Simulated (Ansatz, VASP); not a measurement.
# Cross-check of LaIrS3 between VASP and Ansatz, part 2 of 3

One calculation is typed for both programs; each brings its own data sets. How far apart do they land? The cell is generated by rule, not measured, and may not be a known phase. The cell is taken from a series of runs on this material, whose earlier steps may have relaxed, scaled, displaced or heated it; both programs get it as it stands.

VASP 6.6.1 and Ansatz 0.2.0.

So far: The structure; VASP: relaxation of cell and atoms, PBEsol, pair 1.

## Step 3: Ansatz: relaxation of cell and atoms, PBEsol, pair 1

Level of this step: Ansatz beside VASP: Kohn-Sham DFT, plane waves, PBEsol (Ansatz).

Ansatz runs on norm-conserving files, of PseudoDojo where its log says so.

The same cell, functional, mesh and smearing now go to Ansatz, which takes its cutoff from its data sets.

Input file input.yaml:

```yaml
crystal:
  lattice:
    - [4.6367168136, 0.0, 0.0]
    - [0.0, 4.6367168136, 0.0]
    - [0.0, 0.0, 4.6367168136]
  atoms:
    - { symbol: La, position: [0.0, 0.0, 0.0] }
    - { symbol: Ir, position: [0.5, 0.5, 0.5] }
    - { symbol: S, position: [0.5, 0.5, 0.0] }
    - { symbol: S, position: [0.0, 0.5, 0.5] }
    - { symbol: S, position: [0.5, 0.0, 0.5] }
kpoints:
  mp_grid: { grid: [8, 8, 8] }
hamiltonian:
  xc: pbesol
  pseudopotentials: { kind: nc, accuracy: standard }
scf:
  occupations: { method: gaussian, width: 0.1 }
output:
  forces: true
  stress: true
  eigenvalues: true
relax:
  adjacent_minimum: "off"
  f_tol: 0.005
  max_steps: 80
  cell: { stress_tol: 0.05 }
```

Started as:

```sh
ansatz run input.yaml --threads 8 --pin off --max-ram 14336MiB --backend cpu --events-out ev --progress --plain --runs-dir out
```

Numbers of over 12 decimals in the logs are rounded to 6 here.

Log:

```text
Engine: ansatz 0.2.0, aarch64-unknown-linux-gnu
Pseudopotentials: kind: nc
Pseudopotential: La, nc, valence charge 11, recommended cutoff 1496.626244 eV (normal), La.nc.azcp (PseudoDojo's, or run here from an input of PseudoDojo's; its table is named by hamiltonian.pseudopotentials.accuracy)
Pseudopotential: Ir, nc, valence charge 17, recommended cutoff 925.187132 eV (normal), Ir.nc.azcp (PseudoDojo's, or run here from an input of PseudoDojo's; its table is named by hamiltonian.pseudopotentials.accuracy)
Pseudopotential: S, nc, valence charge 6, recommended cutoff 707.496042 eV (normal), S.nc.azcp (PseudoDojo's, or run here from an input of PseudoDojo's; its table is named by hamiltonian.pseudopotentials.accuracy)
Functional definition: PBEsol
  exchange = pbesol_x
  correlation = pbesol_c
Crystal: 5 atoms, lattice volume = 99.685 Å³
Basis set: ecut = 1496.626244 eV, 13133 PW (Γ), exchange–correlation on 120×120×120 points (8 copies of the dense FFT grid, shifted against one another)
Bands: 28, of which v1, the nominal top of the filled ones, is band 23 counted from 1 (22 counted from 0)
Symmetry: 48 space group operations
Space group: Pm-3m (ITA 221), of the structure as read, at distance tolerance 4.6e-5 Å
k-points: 35 of 512
Non-local potential: La, projectors of the file, l = 0: 2, l = 1: 2, l = 2: 2, l = 3: 2
Non-local potential: Ir, projectors of the file, l = 0: 2, l = 1: 2, l = 2: 2, l = 3: 2
Non-local potential: S, projectors of the file, l = 0: 2, l = 1: 2, l = 2: 2
Initial density: superposition of atomic densities (chi_scale 0.1, normalization cell, long waves kept (reshape's long-wave potential 0.00 eV rms))
Initial wavefunctions: pseudopotential atomic-orbital guess
Functional: x = pbesol(κ = 0.804, μ = 0.123457), c = pbesol(β = 0.046)
SCF iter   1: F=—  HF=-4990.856892 eV  |F-HF|=—  |Δ(HF+E_count)|=         —  Δρ=4.25e-1  dr2=3.25e2  ethr=3.10e-3  ⟨swp⟩=18.2  Hψ=22696  notcnv=0  defer=2
automatic band count: the SCF goes on with 33 bands, as 28 were too few: the levels above may hold too much charge
preconditioner: auto → Kerker (q_TF=auto, 2.398 Å⁻¹)  [metal: Δε(μ)=0.001 eV  Ē_g=7.626 eV  σ=0.100 eV  W_gap=0.01  n_scr=26 (ndim 8)  ℏωp=22.3 eV  f_vac=0.000  D(μ)=46.30/eV (n_scr^D=1308)]
SCF iter   2: F=—  HF=-5002.354593 eV  |F-HF|=—  |Δ(HF+E_count)|=    1.15e1  Δρ=1.98e-1  dr2=4.65e1  ethr=3.10e-3  ⟨swp⟩=8.4  Hψ=4334  notcnv=0  defer=47
SCF iter   3: F=—  HF=-4992.231071 eV  |F-HF|=—  |Δ(HF+E_count)|=    1.01e1  Δρ=1.20e-1  dr2=1.65e1  ethr=3.10e-3  ⟨swp⟩=5.4  Hψ=3073  notcnv=0  defer=55
SCF iter   4: F=—  HF=-4988.215510 eV  |F-HF|=—  |Δ(HF+E_count)|=    4.02e0  Δρ=7.71e-2  dr2=7.73e0  ethr=3.10e-3  ⟨swp⟩=4.6  Hψ=2813  notcnv=0  defer=74
SCF iter   5: F=—  HF=-4985.610554 eV  |F-HF|=—  |Δ(HF+E_count)|=    2.60e0  Δρ=3.64e-2  dr2=2.19e0  ethr=3.10e-3  ⟨swp⟩=5.1  Hψ=3436  notcnv=0  defer=143
SCF iter   6: F=—  HF=-4985.128199 eV  |F-HF|=—  |Δ(HF+E_count)|=   4.82e-1  Δρ=2.35e-2  dr2=9.13e-1  ethr=3.10e-3  ⟨swp⟩=5.1  Hψ=3193  notcnv=0  defer=104
SCF iter   7: F=—  HF=-4984.846221 eV  |F-HF|=—  |Δ(HF+E_count)|=   2.82e-1  Δρ=9.38e-3  dr2=1.36e-1  ethr=1.98e-3  ⟨swp⟩=4.8  Hψ=3495  notcnv=0  defer=67
SCF iter   8: F=—  HF=-4984.806647 eV  |F-HF|=—  |Δ(HF+E_count)|=   3.96e-2  Δρ=1.65e-3  dr2=2.01e-3  ethr=2.97e-4  ⟨swp⟩=3.9  Hψ=2697  notcnv=0  defer=66
SCF iter   9: F=—  HF=-4984.822211 eV  |F-HF|=—  |Δ(HF+E_count)|=   1.56e-2  Δρ=6.33e-3  dr2=6.98e-2  ethr=4.36e-6  ⟨swp⟩=3.4  Hψ=3162  notcnv=0  defer=65
SCF iter  10: F=—  HF=-4984.807147 eV  |F-HF|=—  |Δ(HF+E_count)|=   1.51e-2  Δρ=1.70e-3  dr2=4.58e-3  ethr=4.36e-6  ⟨swp⟩=3.6  Hψ=3102  notcnv=0  defer=65
SCF iter  11: F=—  HF=-4984.805935 eV  |F-HF|=—  |Δ(HF+E_count)|=   1.21e-3  Δρ=2.59e-4  dr2=1.03e-4  ethr=4.36e-6  ⟨swp⟩=2.0  Hψ=1727  notcnv=0  defer=64
SCF iter  12: F=—  HF=-4984.805906 eV  |F-HF|=—  |Δ(HF+E_count)|=   2.86e-5  Δρ=2.91e-5  dr2=1.23e-6  ethr=2.23e-7  ⟨swp⟩=2.0  Hψ=1865  notcnv=0  defer=63
SCF iter  13: F=—  HF=-4984.805805 eV  |F-HF|=—  |Δ(HF+E_count)|=   1.01e-4  Δρ=6.64e-6  dr2=4.47e-8  ethr=2.17e-10  ⟨swp⟩=12.4  Hψ=8110  notcnv=0
SCF iter  14: F=-4984.805805 eV  HF=-4984.805805 eV  |F-HF|=3.46e-10  |Δ(HF+E_count)|=   8.34e-9  Δρ=1.08e-6  dr2=1.25e-9  ethr=9.72e-11  ⟨swp⟩=3.0  Hψ=4309  notcnv=0
SCF 1 converged in 14 iterations: F = -4984.805805 eV  dr2 = 1.25e-9
relax step   1: F+E_penalty+E_count = -4984.80580539 eV  Δ(F+E_penalty+E_count) = +0.000e0 eV  max|allowed force component| = 8.462e-29 eV/Å  Δτ_max = 0.0000 Å  P = -0.184 GPa  Ω = 99.685 Å³  (14 SCF iters, dr2 threshold 1.00e-7 eV, accepted)
[...]
relax step   2: F+E_penalty+E_count = -4984.80589746 eV  Δ(F+E_penalty+E_count) = -9.207e-5 eV  max|allowed force component| = 6.826e-29 eV/Å  Δτ_max = 0.0000 Å  P = +0.033 GPa  Ω = 99.501 Å³  energy of the carried Pulay correction = +5.027e-6 eV  (5 SCF iters, dr2 threshold 8.47e-8 eV, accepted)
[...]
relax step   3: F+E_penalty+E_count = -4984.80589265 eV  Δ(F+E_penalty+E_count) = +4.808e-6 eV  max|allowed force component| = 1.838e-28 eV/Å  Δτ_max = 0.0000 Å  P = +0.033 GPa  Ω = 99.501 Å³  stress off target by 3.33e-2 GPa  SCF on the basis re-selected at this cell (its energy is not comparable with the rows above)  (5 SCF iters)
basis re-selected at this cell: Δ(F+E_penalty+E_count) = +4.808e-6 eV, ΔP = -0.000 GPa vs the last step (what re-selecting the basis moved, of the pressure what is left beyond the Pulay correction that the steps carried, after the strain that the cell walked since its last selection, with what the two solves' SCF thresholds leave and, on support functions, any second-order correction that the steps lacked; it is no m [...]
SCF converged after 5 iterations
Free energy (F): -4984.805893 eV
Harris-Foulkes:  -4984.805893 eV  (|F-HF|=1.73e-11)
Internal energy: -4984.783209 eV  (E = F + TS)
E sigma→0 (E₀):  -4984.794551 eV
Entropy (-TS):   -0.022684 eV (-4.537 meV/atom)
Fermi energy:    11.695666 eV
--- Per-component energies (eV) ---
  E_band       = -259.498219
  E_kinetic    = 1437.684394
  E_local      = -3445.110555  (includes V_loc(G=0)·N_el)
  E_nonlocal   = 384.387185
  E_hartree    = 1103.921835
  E_xc         = -1070.955637
  E_vxc        = -844.302857  (∫ρ·V_xc dr)
  E_ewald      = -3394.710430
  E_smearing   = -0.022684  (= −TS)
  E_closure    = -0.000000  (closes the sum)
  Σ components = -4984.805893   (vs F -4984.805893, Δ=0.00e0)
--- Forces (eV/Å), atoms counted from 1 ---
  atom   1  La     0.00000000     0.00000000     0.00000000
  atom   2  Ir     0.00000000    -0.00000000     0.00000000
  atom   3  S      0.00000000    -0.00000000     0.00000000
  atom   4  S      0.00000000    -0.00000000     0.00000000
  atom   5  S      0.00000000     0.00000000    -0.00000000
  max |Σ_I F_I| component: 2.59e-28 eV/Å
--- Stress (GPa, compression-positive) ---
        0.033267       0.000000      -0.000000
        0.000000       0.033267       0.000000
       -0.000000       0.000000       0.033267
  P = ⅓ Tr σ = 0.0333 GPa (0.333 kbar)
--- Band table (eV; the first three rows and the last of 35) ---
  k-point 0: bands = [... 19 lower, 9.7463, 10.5220, 10.5220, 10.9726, 10.9726, 10.9726, 13.1491, 13.1491, ... 6 higher]
  k-point 1: bands = [... 19 lower, 10.0165, 10.0165, 10.6021, 11.0183, 11.0183, 11.5678, 13.3102, 13.3894, ... 6 higher]
  k-point 2: bands = [... 19 lower, 10.2499, 10.2499, 10.6806, 11.3115, 11.3115, 12.1128, 13.4735, 13.6466, ... 6 higher]
  k-point 34: bands = [... 19 lower, 11.4123, 11.9038, 11.9038, 11.9038, 13.6613, 13.6613, 13.6613, 13.7191, ... 6 higher]
--- Relaxed structure (2 steps of the walk, 2 accepted, 1 SCFs on fresh bases) ---
  F+E_penalty+E_count = -4984.80589265 eV   max|allowed force component| = 1.838e-28 eV/Å   (the final SCF, on the basis selected at the relaxed cell)
  cell:  # Å, volume = 99.5009 Å³
    - [4.633853, 0, 0]
    - [0, 4.633853, 0.0]
    - [0, 0.0, 4.633853]
  atoms:
    - { symbol: La, position: [0, 0, 0] }
    - { symbol: Ir, position: [0.500000, 0.500000, 0.500000] }
    - { symbol: S, position: [0.500000, 0.500000, 0] }
    - { symbol: S, position: [0, 0.500000, 0.500000] }
    - { symbol: S, position: [0.500000, 0, 0.500000] }
```

Reading the cycles: dr2 is the Hartree energy of the density residual (eV), the measure of convergence; HF is the Harris–Foulkes estimate of the energy, which meets the free energy F at convergence.

## Step 4: Comparison

Known differences besides the potentials themselves: the data sets hold 46 valence electrons in Ansatz (on norm-conserving files, of PseudoDojo where its log says so) and 38 in VASP; the cutoff is 1496.63 eV in Ansatz and 500 eV in VASP; Ansatz adds a Pulay correction to the stress that steers its cell, VASP none. Total energies have different zeros and are not compared.

Both answers:

| quantity | Ansatz | VASP | difference |
| --- | --- | --- | --- |
| volume (Å³) | 99.50 | 99.98 | -0.48 % |
| edge a after relaxation, in the typed setting (Å) | 4.634 | 4.641 | -0.16 % |

## Step 5: VASP: relaxation of cell and atoms, PBEsol, pair 2

The relaxed volume is the usual yardstick between codes: in a stiff, nearly cubic crystal its relative difference is about their pressure difference at one cell divided by the bulk modulus.

Input file INCAR:

```
SYSTEM = LaIrS3
PREC = Accurate
ENCUT = 500
EDIFF = 1E-07
NELM = 200
ISMEAR = 1
SIGMA = 0.2
LREAL = .FALSE.
ALGO = Normal
GGA = PS
NBANDS = 25
LASPH = .TRUE.
LORBIT = 11
LWAVE = .FALSE.
LCHARG = .FALSE.
ISIF = 3
IBRION = 2
NSW = 80
EDIFFG = -0.005
GGA_COMPAT = .FALSE.
NELMIN = 4
LMAXMIX = 6
KPAR = 2
```

Input file POSCAR:

```
LaIrS3
1.0
    4.4309670000      0.0000000000      0.0000000000
    0.0000000000      4.4309670000      0.0000000000
    0.0000000000      0.0000000000      5.0860530000
La Ir S
1 1 3
Direct
    0.0000000000      0.0000000000      0.0000000000
    0.5000001128      0.5000001128      0.5000000983
    0.0000000000      0.5000001128      0.3763865614
    0.5000001128      0.0000000000      0.6236136352
    0.5000001128      0.5000001128      0.0000000000
```

Input file KPOINTS:

```
Automatic mesh
0
Gamma
8 8 8
0 0 0
```

PAW data sets: La, Ir and S (PBE family, release 64).

Started as:

```sh
mpirun -np 2 vasp_std
```

Log:

```text
[banner, memory and clock lines left out]
running    2 mpi-ranks, on    1 nodes
[...]
[... a notice as in an earlier step ...]

 LDA part: xc-table for (Slater+PW92), standard interpolation
 POSCAR, INCAR and KPOINTS ok, starting setup
[...]
entering main loop
       N       E                     dE             d eps       ncg     rms          rms(c)
DAV:   1     0.327307867932E+03    0.32731E+03   -0.14850E+04  3798   0.189E+03
DAV:   2     0.381438609477E+02   -0.28916E+03   -0.27405E+03  4278   0.350E+02
DAV:   3    -0.263363882024E+02   -0.64480E+02   -0.61911E+02  5761   0.157E+02
DAV:   4    -0.345609557140E+02   -0.82246E+01   -0.78094E+01  6767   0.524E+01
[...]
DAV:  16    -0.334547938751E+02   -0.23430E-05   -0.12691E-05  5836   0.208E-02    0.288E-03
DAV:  17    -0.334547942537E+02   -0.37854E-06   -0.33727E-06  7068   0.848E-03    0.177E-03
DAV:  18    -0.334547942643E+02   -0.10570E-07   -0.46521E-07  5708   0.331E-03
   1 F= -.33454794E+02 E0= -.33454877E+02  d E =-.334548E+02
[... from here on, the cycles between the ionic steps are left out ...]
   2 F= -.33454732E+02 E0= -.33454813E+02  d E =0.624850E-04
   3 F= -.33455298E+02 E0= -.33455380E+02  d E =-.503930E-03
   4 F= -.33455356E+02 E0= -.33455434E+02  d E =-.574331E-04
   5 F= -.33455372E+02 E0= -.33455447E+02  d E =-.733555E-04
[...]
reached required accuracy - stopping structural energy minimisation
```

OUTCAR, selected parts (step 5):

```text
  Total       -0.0040743     -0.0040743      0.0184741      0.0000000      0.0000000     -0.0000000
  in kB       -0.0651716     -0.0651716      0.2955086      0.0000000      0.0000000     -0.0000000
  external PRESSURE =       0.0550551 kB  Pullay stress =       0.0000000 kB

 POSITION                                       TOTAL-FORCE (eV/Angst)
 -----------------------------------------------------------------------------------
      0.00000     -0.00000      0.00000         0.000000      0.000000      0.000000
      2.21880      2.21880      2.54319        -0.000000     -0.000000      0.000000
      0.00000      2.21880      1.91127         0.000000      0.000000     -0.002854
      2.21880     -0.00000      3.17512        -0.000000     -0.000000      0.002854
      2.21880      2.21880     -0.00000         0.000000      0.000000      0.000000
 -----------------------------------------------------------------------------------
    total drift:                               -0.000659     -0.000659     -0.000656

  FREE ENERGIE OF THE ION-ELECTRON SYSTEM (eV)
  ---------------------------------------------------
  free  energy   TOTEN  =       -33.4553715497 eV

  energy  without entropy=      -33.4555968385  energy(sigma->0) =      -33.45544665

[... 1 part as in an earlier step ...]

[... 3 further parts left out ...]
[key lines of the parts left out:]
E-fermi :   7.4775
```

## Step 6: Ansatz: relaxation of cell and atoms, PBEsol, pair 2

The same cell, functional, mesh and smearing now go to Ansatz, which takes its cutoff from its data sets.

The cell is taken from a series of runs on this material, whose earlier steps may have relaxed, scaled, displaced or heated it; both programs get it as it stands.

input.yaml, the sections that differ from step 3:

```yaml
crystal:
  lattice:
    - [4.4309673598, 0.0, 0.0]
    - [0.0, 4.4309673598, 0.0]
    - [0.0, 0.0, 5.0860534981]
  atoms:
    - { symbol: La, position: [0.0, 0.0, 0.0] }
    - { symbol: Ir, position: [0.5, 0.5, 0.5] }
    - { symbol: S, position: [0.0, 0.5, 0.3763865042] }
    - { symbol: S, position: [0.5, 0.0, 0.6236134958] }
    - { symbol: S, position: [0.5, 0.5, 0.0] }
scf:
  occupations: { method: methfessel_paxton, width: 0.2 }
relax:
  adjacent_minimum: "off"
  f_tol: 0.001
  max_steps: 60
  cell: { stress_tol: 0.01 }
# kpoints, hamiltonian, output: as in step 3
```

Started as:

```sh
ansatz run input.yaml --threads 8 --pin off --max-ram 14336MiB --backend cpu --events-out ev --progress --plain --runs-dir out
```

Log:

```text
[...]
Crystal: 5 atoms, lattice volume = 99.857 Å³
Basis set: ecut = 1496.626244 eV, 13073 PW (Γ), exchange–correlation on 120×120×144 points (8 copies of the dense FFT grid, shifted against one another)
Bands: 28, of which v1, the nominal top of the filled ones, is band 23 counted from 1 (22 counted from 0)
Symmetry: 8 space group operations
[...]
--- Relaxed structure (2 steps of the walk, 2 accepted, 1 SCFs on fresh bases) ---
[...]
cell:  # Å, volume = 99.8632 Å³
    - [4.430937, 0, 0]
    - [0, 4.430937, 0]
    - [0, 0, 5.086443]
  atoms:
    - { symbol: La, position: [0, 0, 0] }
    - { symbol: Ir, position: [0.5, 0.5, 0.5] }
    - { symbol: S, position: [0, 0.5, 0.376385] }
    - { symbol: S, position: [0.5, 0.0, 0.623615] }
    - { symbol: S, position: [0.5, 0.5, 0] }
[key lines of the parts left out:]
SCF converged after 10 iterations
Free energy (F): -4985.668726 eV
Fermi energy:    11.696288 eV
P = ⅓ Tr σ = -0.0018 GPa (-0.018 kbar)
```

## Step 7: Differences

What differs besides the data sets and the points named for the pairs above, as far as they apply: the data sets hold 46 valence electrons in Ansatz (on norm-conserving files, of PseudoDojo where its log says so) and 38 in VASP. Total energies have different zeros and are not compared.

Both answers:

| quantity | Ansatz | VASP | difference |
| --- | --- | --- | --- |
| volume (Å³) | 99.86 | 100.16 | -0.30 % |
| edge a after relaxation, in the typed setting (Å) | 4.431 | 4.438 | -0.15 % |
| edge c after relaxation, in the typed setting (Å) | 5.086 | 5.086 | +0.00 % |

(Part 2 of 3 ends here.)

[Lines on the potential files, build, host, timing and source positions are cut from VASP's logs without a mark.]

[Logs are printed without paths, hosts, clocks, repeated set-up lines and the standing remarks that a program may print on its own settings, such as how far it seeks lower states.]

[Hosts, paths, dates, database ids (printed as entryN), source tags and the programs' standing remarks are cut or masked in the printed files.]
